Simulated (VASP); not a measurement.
All values below come from PBEsol GGA, VASP's PBE PAW potentials (set 64) (plane waves; VASP).

Input for VASP

INCAR:
```
! general
SYSTEM =As
PREC   =Accurate
ENCUT  =500
LREAL  =.FALSE.   ! projection in real space or not
LASPH  =.TRUE.   ! aspherical one-centre terms

! electronic loop
EDIFF  =1E-6   ! SCF stop (eV)
NELM   =100   ! most electronic steps
ALGO   =Normal   ! blocked Davidson
LMAXMIX=4   ! l cut-off of mixed one-centre charges

! smearing
ISMEAR =1   ! Methfessel-Paxton
SIGMA  =0.1

! functional
GGA    =PS   ! PBEsol

! ions
IBRION =2
NSW    =40   ! most ionic steps
ISIF   =3
EDIFFG =-0.02   ! ionic stop
PSTRESS=50   ! kbar

! output
LWAVE  =.FALSE.
LCHARG =.FALSE.
```

File POSCAR:
```
As
1
    3.5342911030    -1.8944734389    -0.0538305890
    3.5342911030     1.8944734389    -0.0538305890
    2.5665578036     0.0000000000     3.0815451243
As
2
Direct
  0.2304979450   0.2304979450   0.2304979450
  0.7695020550   0.7695020550   0.7695020550
```

### KPOINTS
```
Automatic mesh
0
Gamma
12 12 12
0 0 0
```

POTCAR, in this order: As (PBE.64 set). Program: vasp_std.

### Question
What will the output report for the number of irreducible k-points (NKPTS), largest plane-wave count, number of space-group operations, FFT grid (NGX, NGY, NGZ)?

### Answer

```
Quantity                                      Result
--------------------------------------  ------------
number of irreducible k-points (NKPTS)           189
largest plane-wave count                        1077
number of space-group operations                  12
FFT grid (NGX, NGY, NGZ)                30 × 30 × 30
```

The compound is As in the a7 structure. This run relaxes it under an external pressure of 5 GPa. Symmetry was kept, so distortions that lower it aren't found.
